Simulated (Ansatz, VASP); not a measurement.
## Cross-check of In between VASP and Ansatz

Wanted: the spread between two codes on one cell, functional and k mesh. The cell is taken from a series of runs on this material, whose earlier steps may have relaxed, scaled, displaced or heated it; both programs get it as it stands.

Calculated with Ansatz 0.2.0; plane waves, with VASP 6.6.1 beside it; elastic constants at PBE.

## (1) The structure

It takes space group I4/mmm (No. 139, tetragonal). Conventional cell: a = 3.344 Å, b = 3.344 Å, c = 4.929 Å, α = 90.00°, β = 90.00°, γ = 90.00°. Nearest to In lie 12 In at 3.34 to 3.42 Å.

Coordinates:

```cif
data_structure
_symmetry_space_group_name_H-M 'P 1'
_symmetry_Int_Tables_number 1
_cell_length_a 3.4152
_cell_length_b 3.4152
_cell_length_c 3.4152
_cell_angle_alpha 121.384
_cell_angle_beta 121.384
_cell_angle_gamma 87.619
_cell_volume 27.55
loop_
_atom_site_label
_atom_site_type_symbol
_atom_site_fract_x
_atom_site_fract_y
_atom_site_fract_z
_atom_site_occupancy
In1 In 0.00000 0.00000 0.00000 1
```

## (2) VASP: elastic constants, PBE

Elastic constants are differences of stresses under small strains, so they test the stress and the mesh.

Lines of VASP's logs that name or quote its potential files are left out, and so is its time.

INCAR reads:

```
SYSTEM = In
PREC = Accurate
ENCUT = 500
EDIFF = 1E-08
NELM = 120
ISMEAR = -1
SIGMA = 0.15
LREAL = .FALSE.
ALGO = Normal
GGA = PE
NBANDS = 12
LORBIT = 11
LWAVE = .FALSE.
LCHARG = .FALSE.
ISIF = 3
IBRION = 6
NFREE = 2
POTIM = 0.015
NSW = 1
LASPH = .TRUE.
GGA_COMPAT = .FALSE.
KPAR = 2
```

POSCAR reads:

```
In
1.0
   -1.6717529016      1.6717529016      2.4645648831
    1.6717529016     -1.6717529016      2.4645648831
    1.6717529016      1.6717529016     -2.4645648831
In
1
Direct
    0.0000000000      0.0000000000      0.0000000000
```

KPOINTS reads:

```
Automatic mesh
0
Gamma
22 22 22
0 0 0
```

Potentials, in the order of the species: In_d (PBE family, release 64).

Run with:

```console
$ mpirun -np 2 vasp_std
```

Numbers of over 12 decimals in the logs are rounded to 6 here.

Output:

```text
[banner, memory and clock lines left out]
running    2 mpi-ranks, on    1 nodes
 distrk:  each k-point on    1 cores,    2 groups
 distr:  one band on    1 cores,    1 groups

 POSCAR found type information on POSCAR In
 POSCAR found :  1 types and       1 ions
 LDA part: xc-table for (Slater+PW92), standard interpolation
 POSCAR, INCAR and KPOINTS ok, starting setup
 FFT: planning ... GRIDC
 FFT: planning ... GRID_SOFT
 FFT: planning ... GRID
 WAVECAR not read
 entering main loop
       N       E                     dE             d eps       ncg     rms          rms(c)
DAV:   1     0.770162916622E+02    0.77016E+02   -0.60920E+03 20336   0.131E+03
DAV:   2     0.117883207349E+01   -0.75837E+02   -0.73936E+02 21036   0.285E+02
DAV:   3    -0.251262252279E+01   -0.36915E+01   -0.36800E+01 23768   0.637E+01
DAV:   4    -0.259752472980E+01   -0.84902E-01   -0.84878E-01 25448   0.972E+00
DAV:   5    -0.260139265919E+01   -0.38679E-02   -0.38678E-02 27896   0.181E+00    0.205E+00
DAV:   6    -0.258142344356E+01    0.19969E-01   -0.32854E-02 25656   0.361E+00    0.102E+00
DAV:   7    -0.257771803805E+01    0.37054E-02   -0.10441E-02 26080   0.187E+00    0.236E-01
DAV:   8    -0.257752018843E+01    0.19785E-03   -0.81796E-04 28172   0.474E-01    0.313E-02
DAV:   9    -0.257752703211E+01   -0.68437E-05   -0.11104E-05 26988   0.446E-02    0.136E-02
DAV:  10    -0.257752783934E+01   -0.80723E-06   -0.11975E-06 22760   0.107E-02    0.160E-03
DAV:  11    -0.257752782654E+01    0.12796E-07   -0.47906E-08 26048   0.189E-03    0.104E-03
DAV:  12    -0.257752777835E+01    0.48194E-07   -0.37876E-09 15024   0.991E-04    0.947E-05
DAV:  13    -0.257752777453E+01    0.38201E-08   -0.47781E-10 13240   0.223E-04
   1 F= -.25775278E+01 E0= -.25597226E+01  d E =-.356104E-01
[... from here on, the cycles between the ionic steps are left out ...]
   2 F= -.25766565E+01 E0= -.25585435E+01  d E =-.362261E-01
   3 F= -.25766696E+01 E0= -.25591919E+01  d E =-.349554E-01
   9 F= -.25774936E+01 E0= -.25596906E+01  d E =-.356061E-01
  10 F= -.25773821E+01 E0= -.25595766E+01  d E =-.356109E-01
  11 F= -.25773821E+01 E0= -.25595767E+01  d E =-.356109E-01
  12 F= -.25773821E+01 E0= -.25595778E+01  d E =-.356087E-01
  13 F= -.25773822E+01 E0= -.25595779E+01  d E =-.356087E-01
  14 F= -.25775297E+01 E0= -.25597245E+01  d E =-.356104E-01
  15 F= -.25775297E+01 E0= -.25597245E+01  d E =-.356104E-01
  16 F= -.25775299E+01 E0= -.25597248E+01  d E =-.356104E-01
 Finite differences progress:
  Degree of freedom:   8/  8
  Displacement:        1/  2
  Total:              15/ 16
 bond charge predicted
       N       E                     dE             d eps       ncg     rms          rms(c)
DAV:   1    -0.256742604464E+01    0.10104E-01   -0.46591E+00 23556   0.152E+01    0.808E-02
DAV:   2    -0.257744808528E+01   -0.10022E-01   -0.10132E-01 25108   0.336E+00    0.476E-02
DAV:   3    -0.257754191415E+01   -0.93829E-04   -0.12456E-03 26036   0.313E-01    0.306E-02
DAV:   4    -0.257753556444E+01    0.63497E-05   -0.17533E-04 26144   0.228E-01    0.165E-02
DAV:   5    -0.257753056133E+01    0.50031E-05   -0.13314E-05 24648   0.657E-02    0.609E-03
DAV:   6    -0.257752986381E+01    0.69752E-06   -0.18132E-06 26784   0.236E-02    0.609E-04
DAV:   7    -0.257752994592E+01   -0.82108E-07   -0.82801E-08 24588   0.448E-03    0.477E-04
DAV:   8    -0.257752993795E+01    0.79604E-08   -0.58037E-09 12688   0.128E-03
  17 F= -.25775299E+01 E0= -.25597248E+01  d E =-.356104E-01
 Finite differences progress:
  Degree of freedom:   8/  8
  Displacement:        2/  2
  Total:              16/ 16
```

OUTCAR, selected parts (step 2):

```text
ion  position               nearest neighbor table
   1  0.000  0.000  0.000-

  LATTYP: Found a body centered tetragonal cell.
 ALAT       =     3.3435058032
 C/A-ratio  =     1.4742399315

 Subroutine GETGRP returns: Found 16 space group operations
 (whereof 16 operations were pure point group operations)

The static configuration has the point symmetry D_4h.

 Found    834 irreducible k-points:

   k-points           NKPTS =    834   k-points in BZ     NKDIM =    834   number of bands    NBANDS=     12

   dimension x,y,z NGX =    28 NGY =   28 NGZ =   28
   dimension x,y,z NGXF=    56 NGYF=   56 NGZF=   56

   ENCUT  =  500.0 eV  36.75 Ry    6.06 a.u.   6.23  6.23  6.23*2*pi/ulx,y,z

   NELECT =      13.0000    total number of electrons

 k-points in reciprocal lattice and weights: Automatic mesh
   0.00000000  0.00000000  0.00000000       0.000
   0.04545455 -0.00000000  0.00000000       0.001
   0.09090909 -0.00000000  0.00000000       0.001
   0.13636364  0.00000000  0.00000000       0.001
   0.18181818  0.00000000  0.00000000       0.001
   0.22727273 -0.00000000  0.00000000       0.001
   0.27272727  0.00000000  0.00000000       0.001
   0.31818182  0.00000000  0.00000000       0.001
   0.36363636 -0.00000000  0.00000000       0.001
[...]
-0.45454545 -0.45454545  0.45454545       0.000
   0.50000000  0.50000000  0.50000000       0.000

 average (electrostatic) potential at core
       1 -94.3529

 E-fermi :   6.9521

 k-point     1 :       0.0000    0.0000    0.0000
  band No.  band energies     occupation
    ...
      2      -7.6190      2.00000
      3      -7.6190      2.00000
      4      -7.5139      2.00000
      5      -7.4632      2.00000
      6      -2.2452      2.00000
      7      17.0349      0.00000
      8      17.0349      0.00000
      9      17.1299      0.00000
     10      18.3755      0.00000
     11      20.4720      0.00000
    ...

 k-point     2 :       0.0455   -0.0000    0.0000
  band No.  band energies     occupation
    ...
      2      -7.6186      2.00000
      3      -7.6160      2.00000
      4      -7.5139      2.00000
      5      -7.4641      2.00000
      6      -2.2018      2.00000
      7      16.4598      0.00000
      8      16.9680      0.00000
      9      17.0027      0.00000
     10      18.2220      0.00000
     11      20.6457      0.00000
    ...

 k-point     3 :       0.0909   -0.0000    0.0000
  band No.  band energies     occupation
    ...
      2      -7.6174      2.00000
      3      -7.6075      2.00000
      4      -7.5130      2.00000
      5      -7.4661      2.00000
      6      -2.0713      2.00000
      7      15.1410      0.00000
      8      16.7431      0.00000
      9      16.7934      0.00000
     10      18.1080      0.00000
     11      21.0292      0.00000
    ...

  Total       -0.0037800     -0.0037800     -0.0044915      0.0000000      0.0000000      0.0000000
  in kB       -0.2198159     -0.2198159     -0.2611917      0.0000000      0.0000000      0.0000000
  external PRESSURE =      -0.2336078 kB  Pullay stress =       0.0000000 kB

  energy-cutoff  :      500.00
  volume of cell :       27.55
      direct lattice vectors                 reciprocal lattice vectors
    -1.671752902  1.671752902  2.464564883     0.000000000  0.299087263  0.202875568
     1.671752902 -1.671752902  2.464564883     0.299087263  0.000000000  0.202875568
     1.671752902  1.671752902 -2.464564883     0.299087263  0.299087263  0.000000000

 POSITION                                       TOTAL-FORCE (eV/Angst)
 -----------------------------------------------------------------------------------
      0.00000      0.00000     -0.01500        -0.000000     -0.000000      0.000000
 -----------------------------------------------------------------------------------
    total drift:                                0.000000      0.000000      0.000014

  FREE ENERGIE OF THE ION-ELECTRON SYSTEM (eV)
  ---------------------------------------------------
  free  energy   TOTEN  =        -2.5775299380 eV

  energy  without entropy=       -2.5419195641  energy(sigma->0) =       -2.55972475

  SYMMETRIZED ELASTIC MODULI (kBar)
 Direction    XX          YY          ZZ          XY          YZ          ZX
 --------------------------------------------------------------------------------
 XX         447.4390    246.0562    341.0282      0.0000      0.0000      0.0000
 YY         246.0562    447.4390    341.0282      0.0000      0.0000      0.0000
 ZZ         341.0282    341.0282    362.8754      0.0000     -0.0000      0.0000
 XY           0.0000      0.0000      0.0000     12.4598      0.0000      0.0000
 YZ           0.0000      0.0000     -0.0000      0.0000     69.5204      0.0000
 ZX           0.0000      0.0000      0.0000      0.0000      0.0000     69.5204
 --------------------------------------------------------------------------------

 Eigenvectors and eigenvalues of the dynamical matrix
 ----------------------------------------------------

   1 f/i=    0.000000 THz     0.000000 2PiTHz    0.000000 cm-1     0.000000 meV
             X         Y         Z           dx          dy          dz
      0.000000  0.000000  0.000000     0.000000    0.000000    1.000000

   2 f/i=    0.000000 THz     0.000000 2PiTHz    0.000000 cm-1     0.000000 meV
             X         Y         Z           dx          dy          dz
      0.000000  0.000000  0.000000     0.000000    1.000000    0.000000

   3 f/i=    0.000000 THz     0.000000 2PiTHz    0.000000 cm-1     0.000000 meV
             X         Y         Z           dx          dy          dz
      0.000000  0.000000  0.000000     1.000000    0.000000    0.000000

 ELASTIC MODULI CONTR FROM IONIC RELAXATION (kBar)
 Direction    XX          YY          ZZ          XY          YZ          ZX
 --------------------------------------------------------------------------------
 XX           0.0000      0.0000      0.0000      0.0000      0.0000      0.0000
 YY           0.0000      0.0000      0.0000      0.0000      0.0000      0.0000
 ZZ           0.0000      0.0000      0.0000      0.0000      0.0000      0.0000
 XY           0.0000      0.0000      0.0000      0.0000      0.0000      0.0000
 YZ           0.0000      0.0000      0.0000      0.0000      0.0000      0.0000
 ZX           0.0000      0.0000      0.0000      0.0000      0.0000      0.0000
 --------------------------------------------------------------------------------

 TOTAL ELASTIC MODULI (kBar)
 Direction    XX          YY          ZZ          XY          YZ          ZX
 --------------------------------------------------------------------------------
 XX         447.4390    246.0562    341.0282      0.0000      0.0000      0.0000
 YY         246.0562    447.4390    341.0282      0.0000      0.0000      0.0000
 ZZ         341.0282    341.0282    362.8754      0.0000     -0.0000      0.0000
 XY           0.0000      0.0000      0.0000     12.4598      0.0000      0.0000
 YZ           0.0000      0.0000     -0.0000      0.0000     69.5204      0.0000
 ZX           0.0000      0.0000      0.0000      0.0000      0.0000     69.5204
 --------------------------------------------------------------------------------

 total charge
# of ion       s       p       d       tot
------------------------------------------
    1        1.005   0.462   9.846  11.314

[... 3 further parts left out ...]
```

The last energy, forces, stress and levels in OUTCAR belong to the last displaced cell, not to the cell of POSCAR.

Levels, forces or a CONTCAR printed for this step are those of its last displaced cell, not of the structure at rest.

(Part 1 of 2 ends here.)

[Lines on the potential files, build, host, timing and source positions are cut from VASP's logs without a mark.]

[Logs are printed without paths, hosts, clocks, repeated set-up lines and the standing remarks that a program may print on its own settings, such as how far it seeks lower states.]

[Hosts, paths, dates, database ids (printed as entryN), source tags and the programs' standing remarks are cut or masked in the printed files.]
